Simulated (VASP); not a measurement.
Method: PBE GGA, VASP's PBE PAW potentials (set 64) (plane waves; VASP 6.6.1).

VASP ran on this input.

**POSCAR**
```
Cr
1
    2.8800000000     0.0000000000     0.0000000000
    0.0000000000     2.8800000000     0.0000000000
    0.0000000000     0.0000000000     2.8800000000
Cr
2
Direct
  0.0000000000   0.0000000000   0.0000000000
  0.5000000000   0.5000000000   0.5000000000
```

INCAR:
```
ALGO=Normal
EDIFF=1E-6
EDIFFG=-0.01
ENCUT=480
GGA=PE
IBRION=2
ISIF=3
ISMEAR=1
ISPIN=2
LASPH=T
LCHARG=F
LMAXMIX=4
LORBIT=10
LREAL=F
LWAVE=F
MAGMOM=1.5 -1.5
NELM=100
NSW=60
PREC=Accurate
SIGMA=0.1
SYSTEM=Cr
```

**KPOINTS**
```
Automatic mesh
0
G
 11 11 11
```

POTCAR, in this order: Cr_pv (PBE.64 set). Program: vasp_std.

Output

**OUTCAR**
```
 ion  position               nearest neighbor table
   1  0.000  0.000  0.000-   2 2.49   2 2.49   2 2.49   2 2.49   2 2.49   2 2.49   2 2.49   2 2.49
  LATTYP: Found a simple cubic cell.
 ALAT       =     2.8800000000
 Subroutine PRICEL returns following result:
  LATTYP: Found a body centered cubic cell.
 ALAT       =     2.8800000000
 Subroutine GETGRP returns: Found 48 space group operations
The static configuration has the point symmetry O_h .
The dynamic configuration has the point symmetry O_h .
The overall configuration has the point symmetry O_h .
 Subroutine INISYM returns: Found 48 space group operations
 Subroutine IBZKPT returns following result:
 Found     56 irreducible k-points:

 Following reciprocal coordinates:
            Coordinates               Weight
  0.000000  0.000000  0.000000      1.000000
  0.090909  0.000000  0.000000      6.000000
  0.181818  0.000000  0.000000      6.000000
  0.272727  0.000000  0.000000      6.000000
  0.363636  0.000000  0.000000      6.000000
  0.454545  0.000000  0.000000      6.000000
  0.090909  0.090909  0.000000     12.000000
  0.181818  0.090909  0.000000     24.000000
...
```

### OSZICAR
```
       N       E                     dE             d eps       ncg     rms          rms(c)
DAV:   1     0.220779025712E+03    0.22078E+03   -0.13852E+04  3600   0.173E+03
DAV:   2    -0.145085407544E+02   -0.23529E+03   -0.23357E+03  3800   0.485E+02
DAV:   3    -0.220775611986E+02   -0.75690E+01   -0.75435E+01  4680   0.100E+02
DAV:   4    -0.221843005514E+02   -0.10674E+00   -0.10671E+00  4384   0.118E+01
DAV:   5    -0.221865083226E+02   -0.22078E-02   -0.22078E-02  4856   0.134E+00    0.183E+01
DAV:   6    -0.190395525792E+02    0.31470E+01   -0.19467E+01  3968   0.527E+01    0.507E+00
DAV:   7    -0.190639414239E+02   -0.24389E-01   -0.32395E-01  3984   0.792E+00    0.295E+00
DAV:   8    -0.190636536942E+02    0.28773E-03   -0.30485E-02  4824   0.177E+00    0.114E+00
DAV:   9    -0.190589536563E+02    0.47000E-02   -0.67910E-02  4472   0.187E+00    0.390E-01
DAV:  10    -0.190602288395E+02   -0.12752E-02   -0.44276E-03  5232   0.594E-01    0.236E-01
DAV:  11    -0.190612623321E+02   -0.10335E-02   -0.20000E-02  4704   0.798E-01    0.124E-01
DAV:  12    -0.190614655463E+02   -0.20321E-03   -0.33477E-03  4360   0.389E-01    0.504E-02
DAV:  13    -0.190614805955E+02   -0.15049E-04   -0.76139E-05  4080   0.103E-01    0.318E-02
DAV:  14    -0.190614909909E+02   -0.10395E-04   -0.36057E-05  4440   0.343E-02    0.188E-02
DAV:  15    -0.190614952940E+02   -0.43031E-05   -0.13276E-04  4576   0.695E-02    0.331E-03
DAV:  16    -0.190614953423E+02   -0.48287E-07   -0.38855E-06  3568   0.151E-02
   1 F= -.19061495E+02 E0= -.19061626E+02  d E =-.190615E+02  mag=    -0.0000
       N       E                     dE             d eps       ncg     rms          rms(c)
DAV:   1    -0.194979915661E+02   -0.43650E+00   -0.96295E+00  3680   0.455E+01    0.602E+00
DAV:   2    -0.190674533309E+02    0.43054E+00   -0.29215E+00  3792   0.195E+01    0.183E+00
DAV:   3    -0.190647408566E+02    0.27125E-02   -0.36446E-02  3976   0.244E+00    0.102E+00
DAV:   4    -0.190628540998E+02    0.18868E-02   -0.20160E-03  4376   0.569E-01    0.498E-01
DAV:   5    -0.190614556221E+02    0.13985E-02   -0.33149E-03  4304   0.654E-01    0.734E-02
DAV:   6    -0.190615307002E+02   -0.75078E-04   -0.32959E-04  3632   0.185E-01    0.422E-02
DAV:   7    -0.190615160955E+02    0.14605E-04   -0.96652E-05  5296   0.995E-02    0.227E-02
DAV:   8    -0.190615162708E+02   -0.17524E-06   -0.25804E-05  4400   0.300E-02    0.854E-03
DAV:   9    -0.190615164549E+02   -0.18412E-06   -0.15498E-06  1856   0.127E-02
   2 F= -.19061516E+02 E0= -.19061741E+02  d E =-.211126E-04  mag=    -0.0000
       N       E                     dE             d eps       ncg     rms          rms(c)
DAV:   1    -0.191704017587E+02   -0.10889E+00   -0.23359E+00  3712   0.229E+01    0.275E+00
DAV:   2    -0.190672226147E+02    0.10318E+00   -0.72820E-01  3808   0.936E+00    0.878E-01
DAV:   3    -0.190662676090E+02    0.95501E-03   -0.87974E-03  4096   0.116E+00    0.492E-01
DAV:   4    -0.190658519576E+02    0.41565E-03   -0.42476E-04  4320   0.257E-01    0.198E-01
DAV:   5    -0.190655302939E+02    0.32166E-03   -0.99546E-04  4432   0.330E-01    0.355E-02
DAV:   6    -0.190655549747E+02   -0.24681E-04   -0.88683E-05  4016   0.861E-02    0.224E-02
DAV:   7    -0.190655585891E+02   -0.36144E-05   -0.38892E-05  5200   0.550E-02    0.109E-02
DAV:   8    -0.190655607379E+02   -0.21487E-05   -0.79562E-06  3632   0.162E-02    0.395E-03
DAV:   9    -0.190655605370E+02    0.20089E-06   -0.13040E-06  1872   0.824E-03
   3 F= -.19065561E+02 E0= -.19065704E+02  d E =-.406519E-02  mag=     0.0000
```

OUTCAR:
```
------------------------ aborting loop because EDIFF is reached ----------------------------------------
  FORCE on cell =-STRESS in cart. coord.  units (eV):
  Direction    XX          YY          ZZ          XY          YZ          ZX
  --------------------------------------------------------------------------------------
  Total        0.0022777      0.0022777      0.0022777      0.0000000      0.0000000      0.0000000
  in kB        0.1554467      0.1554467      0.1554467      0.0000000      0.0000000      0.0000000
  external PRESSURE =       0.1554467 kB  Pullay stress =       0.0000000 kB
  volume of cell :       23.48
      direct lattice vectors                 reciprocal lattice vectors
     2.863366335 -0.000000000 -0.000000000     0.349239281  0.000000000 -0.000000000
    -0.000000000  2.863366335  0.000000000     0.000000000  0.349239281  0.000000000
     0.000000000 -0.000000000  2.863366335     0.000000000  0.000000000  0.349239281
 POSITION                                       TOTAL-FORCE (eV/Angst)
 -----------------------------------------------------------------------------------
      0.00000      0.00000      0.00000         0.000000      0.000000      0.000000
      1.43168      1.43168      1.43168        -0.000000     -0.000000     -0.000000
 -----------------------------------------------------------------------------------
    total drift:                                0.000000      0.000000     -0.000000
  FREE ENERGIE OF THE ION-ELECTRON SYSTEM (eV)
  ---------------------------------------------------
  free  energy   TOTEN  =       -19.0655605370 eV

  energy  without entropy=      -19.0659907285  energy(sigma->0) =      -19.06570393

 total charge

# of ion       s       p       d       tot
------------------------------------------
    1        0.435   6.393   4.199  11.027
    2        0.435   6.393   4.199  11.027
--------------------------------------------------
tot          0.869  12.787   8.397  22.054

 magnetization (x)

# of ion       s       p       d       tot
------------------------------------------
    1        0.014   0.008   1.067   1.089
    2       -0.014  -0.008  -1.067  -1.089
--------------------------------------------------
tot         -0.000   0.000   0.000  -0.000

 reached required accuracy - stopping structural energy minimisation
```
(Selected blocks of OUTCAR.)

CONTCAR:
```
Cr
   1.00000000000000
     2.8633663352798631   -0.0000000000000000   -0.0000000000000000
    -0.0000000000000000    2.8633663352798631    0.0000000000000000
     0.0000000000000000   -0.0000000000000000    2.8633663352798631
  Cr
     2
Direct
     0.0000000000000000    0.0000000000000000    0.0000000000000000
     0.5000000000000000    0.5000000000000000    0.5000000000000000
```

The compound is Cr in the bcc, AFM order structure. This run relaxes it. Symmetry was kept, so distortions that lower it aren't found.
